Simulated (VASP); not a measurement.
VASP ran on this input.

**POSCAR**
```
LiC
1
   -1.7515545079     2.3699067143     2.5951306649
    1.7515545079    -2.3699067143     2.5951306649
    1.7515545079     2.3699067143    -2.5951306649
Li C
2 2
Direct
  0.7390739528   0.2390739528   0.5000000000
  0.2609260472   0.7609260472   0.5000000000
  0.8680730625   0.0000000000   0.8680730625
  0.1319269375   1.0000000000   0.1319269375
```

**INCAR**
```
SYSTEM = LiC
PREC = Accurate
ENCUT = 520
EDIFF = 1E-6
NELM = 100
ALGO = Normal
LREAL = .FALSE.
LASPH = .TRUE.
ISMEAR = 0
SIGMA = 0.05
LWAVE = .FALSE.
LCHARG = .FALSE.
IBRION = 2
ISIF = 3
NSW = 60
EDIFFG = -0.02
```

**KPOINTS**
```
kpoints
0
gamma
 7 7 7
```

POTCAR, in this order: Li_sv C (LDA.64 set). Program: vasp_std.

**Question.** Write an equivalent input for Ansatz.

**Answer.** One equivalent input (not run):
Ansatz 0.2 input:
```yaml
crystal:
  lattice:
    - [-1.7515545, 2.3699067, 2.5951307]
    - [1.7515545, -2.3699067, 2.5951307]
    - [1.7515545, 2.3699067, -2.5951307]
  atoms:
    - { symbol: Li, position: [0.7390740, 0.2390740, 0.5000000] }
    - { symbol: Li, position: [0.2609260, 0.7609260, 0.5000000] }
    - { symbol: C, position: [0.8680731, 0.0000000, 0.8680731] }
    - { symbol: C, position: [0.1319269, 1.0000000, 0.1319269] }
kpoints:
  mp_grid: { grid: [7, 7, 7] }
hamiltonian:
  xc: lda
  pseudopotentials: { kind: paw }
scf:
  occupations: { method: gaussian, width: 0.05 }
  max_iter: 100
relax:
  max_steps: 60
  f_tol: 0.02
  cell: {}
output: { forces: true, stress: true, eigenvalues: true }
```
What does not carry over: each code has its own PAW files, so the cut-off isn't converted (ENCUT is set for VASP's; basis.ecutwfc is left out, and Ansatz then takes the one that its files recommend); Ansatz stops its SCF on the density residual and VASP on the energy change (EDIFF); Ansatz's lda is the Perdew-Wang form, while the LDA potentials of VASP carry Perdew-Zunger's.

The structure comes from a computed database's LiC entry (Immm); how it stands against other phases isn't given here. This run relaxes it. Symmetry was kept, so distortions that lower it aren't found. The start is the result of an earlier pass.
